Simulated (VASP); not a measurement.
# GW on BN (Qingsongite), part 2 of 2

Wanted: how far GW moves the Kohn-Sham levels of BN (Qingsongite). The cell is of the zinc-blende type, one of the forms listed for this formula. The start is a cell from a database of measured crystal structures.

VASP 6.6.1, plane waves and PAW; the level of theory is named at each step.

So far, quasiparticle gap on the mesh (eV): step 4 (G0W0, functional PBE, start PBE, G0W0 on PBE) 5.83; step 8 (G0W0, functional HSE with 0.08 exact exchange, start HSE with 0.08 exact …) 6.00; step 11 (G0W0, functional HSE with 0.16 exact exchange, start HSE with 0.16 exact …) 6.16; step 14 (G0W0, functional HSE with 0.25 exact exchange, start HSE with 0.25 exact …) 6.34; step 17 (G0W0, functional HSE with 0.33 exact exchange, start HSE with 0.33 exact …) 6.49.

### Step 20. G0W0, functional HSE with 0.42 exact exchange, start HSE with 0.42 exact exchange

This step: G0W0 on HSE with 0.42 exact exchange; plane waves and PAW (N_GW, B_GW) (VASP 6.6.1).

Input file INCAR:

```
SYSTEM = BN
PREC = Accurate
ENCUT = 450
ISMEAR = 0
SIGMA = 0.01
LREAL = .FALSE.
LHFCALC = .TRUE.
AEXX = 0.42
GGA = PE
LASPH = .TRUE.
NBANDS = 40
PRECFOCK = Fast
HFSCREEN = 0.2
ALGO = EVGW0
NELMGW = 1
ENCUTGW = 120
NOMEGA = 64
NBANDSGW = 16
LWAVE = .FALSE.
LCHARG = .FALSE.
```

Input file POSCAR:

```
BN
1.0
    0.0000000000      1.8075000000      1.8075000000
    1.8075000000      0.0000000000      1.8075000000
    1.8075000000      1.8075000000      0.0000000000
N B
1 1
Direct
    0.7500000000      0.7500000000      0.7500000000
    0.0000000000      0.0000000000      0.0000000000
```

Input file KPOINTS:

```
Automatic mesh
0
Gamma
6 6 6
0 0 0
```

The projector-augmented-wave data sets are N_GW and B_GW (PBE family, release 64).

The WAVECAR or CHGCAR of an earlier step is read.

Run with:

```
$ mpirun -np 8 vasp_std
```

Run time: 14 s. Hardware: 8 MPI ranks of AMD EPYC 9R45, shared host; peak memory 1.6 GiB.

GW takes the gap from 6.749 to 6.656 eV. That is +823 meV against G0W0 on PBE. The value holds for 40 bands, ENCUTGW = 120 eV and this mesh, and isn't shown to be converged in them.

### Step 21. Another starting point, functional HSE with 0.50 exact exchange

This step: HSE with 0.50 exact exchange; plane waves and PAW (N_GW, B_GW) (VASP 6.6.1).

To see how much the result owes to its start, the ground state is made again with HSE with 0.50 exact exchange. EDIFF is tight for accurate orbitals, and a narrow smearing avoids fractional occupations.

Input file INCAR:

```
SYSTEM = BN
PREC = Accurate
ENCUT = 450
EDIFF = 1E-08
NELM = 100
ISMEAR = 0
SIGMA = 0.01
LREAL = .FALSE.
ALGO = Normal
LHFCALC = .TRUE.
AEXX = 0.5
GGA = PE
LASPH = .TRUE.
NBANDS = 10
PRECFOCK = Fast
LORBIT = 11
LWAVE = .TRUE.
LCHARG = .FALSE.
KPAR = 8
HFSCREEN = 0.2
```

POSCAR is that of step 20.

KPOINTS is that of step 20.

Run with:

```
$ mpirun -np 8 vasp_std
```

Wall time 15 s (8 MPI ranks); peak memory 1.5 GiB.

### Step 22. Empty bands, functional HSE with 0.50 exact exchange

Input file INCAR:

```
SYSTEM = BN
PREC = Accurate
ENCUT = 450
ISMEAR = 0
SIGMA = 0.01
LREAL = .FALSE.
LHFCALC = .TRUE.
AEXX = 0.5
GGA = PE
LASPH = .TRUE.
NBANDS = 40
PRECFOCK = Fast
HFSCREEN = 0.2
ALGO = Exact
NELM = 1
LWAVE = .TRUE.
LCHARG = .FALSE.
LOPTICS = .TRUE.
NEDOS = 1000
CSHIFT = 0.1
```

POSCAR is that of step 21.

KPOINTS is that of step 21.

The run starts from files that an earlier step left in the folder.

Run with:

```
$ mpirun -np 8 vasp_std
```

Elapsed: 60 s, on 8 MPI ranks; peak memory 1.6 GiB.

### Step 23. G0W0, functional HSE with 0.50 exact exchange, start HSE with 0.50 exact exchange

This step: G0W0 on HSE with 0.50 exact exchange; plane waves and PAW (N_GW, B_GW) (VASP 6.6.1).

Input file INCAR:

```
SYSTEM = BN
PREC = Accurate
ENCUT = 450
ISMEAR = 0
SIGMA = 0.01
LREAL = .FALSE.
LHFCALC = .TRUE.
AEXX = 0.5
GGA = PE
LASPH = .TRUE.
NBANDS = 40
PRECFOCK = Fast
HFSCREEN = 0.2
ALGO = EVGW0
NELMGW = 1
ENCUTGW = 120
NOMEGA = 64
NBANDSGW = 16
LWAVE = .FALSE.
LCHARG = .FALSE.
```

POSCAR is that of step 22.

KPOINTS is that of step 22.

The run starts from files that an earlier step left in the folder.

Run with:

```
$ mpirun -np 8 vasp_std
```

Elapsed: 14 s, on 8 MPI ranks; peak memory 1.6 GiB; 1.7 min of CPU time.

GW takes the gap from 7.201 to 6.802 eV. That is +970 meV against G0W0 on PBE. The value holds for 40 bands, ENCUTGW = 120 eV and this mesh, and isn't shown to be converged in them.

### Step 24. Summary

This step: GW series: G0W0 on PBE, G0W0 on HSE with 0.08 exact exchange, G0W0 on HSE with 0.16 exact exchange, G0W0 on HSE with 0.25 exact exchange, G0W0 on HSE with 0.33 exact exchange, G0W0 on HSE with 0.42 exact exchange, G0W0 on HSE with 0.50 exact exchange; plane waves and PAW (VASP 6.6.1).

No new run; the numbers come from the runs before.

G0W0 on a 6x6x6 mesh; cost is wall time times ranks on a shared host, with the step that makes the empty bands but not the self-consistent start. G0W0 series:

| share of exact exchange | gap of the starting hybrid (eV) | quasiparticle gap (eV) | direct quasiparticle gap (eV) | cost (core minutes) |
| --- | --- | --- | --- | --- |
| 0 | 4.458 | 5.833 | 10.86 | 1.76 |
| 0.08 | 4.883 | 5.998 | 11.06 | 9.95 |
| 0.16 | 5.314 | 6.158 | 11.25 | 9.6 |
| 0.25 | 5.804 | 6.336 | 11.46 | 9.36 |
| 0.33 | 6.246 | 6.487 | 11.64 | 9.79 |
| 0.42 | 6.749 | 6.656 | 11.84 | 9.84 |
| 0.5 | 7.201 | 6.802 | 12.01 | 9.81 |

### Step 25. Results

```json
{
  "G0W0 on PBE, 40 bands, ENCUTGW 120 eV, NOMEGA 64, mesh 6×6×6": "4.458 → 5.833 eV",
  "G0W0 on HSE with 0.08 exact exchange, 40 bands, ENCUTGW 120 eV, NOMEGA 64, mesh 6×6×6": "4.883 → 5.998 eV",
  "G0W0 on HSE with 0.16 exact exchange, 40 bands, ENCUTGW 120 eV, NOMEGA 64, mesh 6×6×6": "5.314 → 6.158 eV",
  "G0W0 on HSE with 0.25 exact exchange, 40 bands, ENCUTGW 120 eV, NOMEGA 64, mesh 6×6×6": "5.804 → 6.336 eV",
  "G0W0 on HSE with 0.33 exact exchange, 40 bands, ENCUTGW 120 eV, NOMEGA 64, mesh 6×6×6": "6.246 → 6.487 eV",
  "G0W0 on HSE with 0.42 exact exchange, 40 bands, ENCUTGW 120 eV, NOMEGA 64, mesh 6×6×6": "6.749 → 6.656 eV",
  "G0W0 on HSE with 0.50 exact exchange, 40 bands, ENCUTGW 120 eV, NOMEGA 64, mesh 6×6×6": "7.201 → 6.802 eV"
}
```

**Reading.** G0W0 gives a quasiparticle gap of 5.833 eV on the mesh, 1.37 eV over the PBE gap on the same mesh. On mesh and path the starting valence top lies at Γ and the conduction bottom at (0.5, 0.5, 0), so the starting gap is indirect. Both points lie on the GW mesh. One-shot gaps: 5.833 eV from PBE, 5.998 eV from HSE with 0.08 exact exchange, 6.158 eV from HSE with 0.16 exact exchange, 6.336 eV from HSE with 0.25 exact exchange, 6.487 eV from HSE with 0.33 exact exchange, 6.656 eV from HSE with 0.42 exact exchange and 6.802 eV from HSE with 0.50 exact exchange. The starting gaps span 2.74 eV and the one-shot gaps 0.97 eV. For each 0.1 of exact exchange the starting gap grows by 0.55 eV and the G0W0 gap by 0.19 eV (straight-line fits). The two lines cross at a share of 0.39, where G0W0 leaves the gap unchanged at these settings; a fuller basis would move that share. All hybrids screen the exact exchange as HSE06 does (HFSCREEN = 0.2) and differ in its share alone. Bands, response cutoff and mesh weren't tested for convergence. Not tabulated here, as repeats of values shown or as unfit to read for their mesh, reference level or band range: eps2 curves (empty bands); eps1 curves and static values (empty bands); gaps (empty bands).

[Lines on the potential files, build, host, timing and source positions are cut from VASP's logs without a mark.]

[Logs are printed without paths, hosts, clocks, repeated set-up lines and the standing remarks that a program may print on its own settings, such as how far it seeks lower states.]

[Hosts, paths, dates, database ids (printed as entryN), source tags and the programs' standing remarks are cut or masked in the printed files.]

[Pressures printed for these runs are not shown converged in the cutoff: they can be off by several GPa and have the wrong sign.]
